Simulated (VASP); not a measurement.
The cell holds one Pd (fcc) (110) slab, with vacuum along c, ions free to move until forces fall under 0.03 eV/Å, no reconstruction beyond this cell, dipole correction on.

```yaml
crystal:
  lattice:
    - [2.73962, 0.00000, 0.00000]
    - [0.00000, 3.87441, 0.00000]
    - [0.00000, 0.00000, 25.89838]
  atoms:
    - { symbol: Pd, position: [0.00000, 0.00000, 0.31820] }
    - { symbol: Pd, position: [0.50000, 0.50000, 0.36605] }
    - { symbol: Pd, position: [0.00000, 0.00000, 0.42103] }
    - { symbol: Pd, position: [0.50000, 0.50000, 0.47355] }
    - { symbol: Pd, position: [0.00000, 0.00000, 0.52645] }
    - { symbol: Pd, position: [0.50000, 0.50000, 0.57897] }
    - { symbol: Pd, position: [0.00000, 0.00000, 0.63395] }
    - { symbol: Pd, position: [0.50000, 0.50000, 0.68180] }
```

Computed with PBEsol GGA, VASP's PBE PAW potentials (set 64) (plane waves; VASP). Numerical set-up: 400 eV cut-off, 10×7×1 Γ-centred mesh, first-order Methfessel-Paxton smearing of 0.10 eV, potentials Pd.

Slab and bulk use different k-meshes, so the surface energy is good to a few per cent at best.

Question: Predict its surface energy, work function, band gap (on the k-mesh).

Answer: 
| Item | Value |
|---|---|
| surface energy | 2.00 J/m² |
| work function | 4.86 eV |
| band gap (on the k-mesh) | none (metal, semimetal or under 0.01 eV) |

Measured: work function 5.07 eV (computed value off by -0.21 eV), as given by Abhirup Patra et al., Proceedings of the National Academy of Sciences (2017), arXiv:1702.08515.

The cell is a thin slab with vacuum, built from Pd (fcc): (110) face.
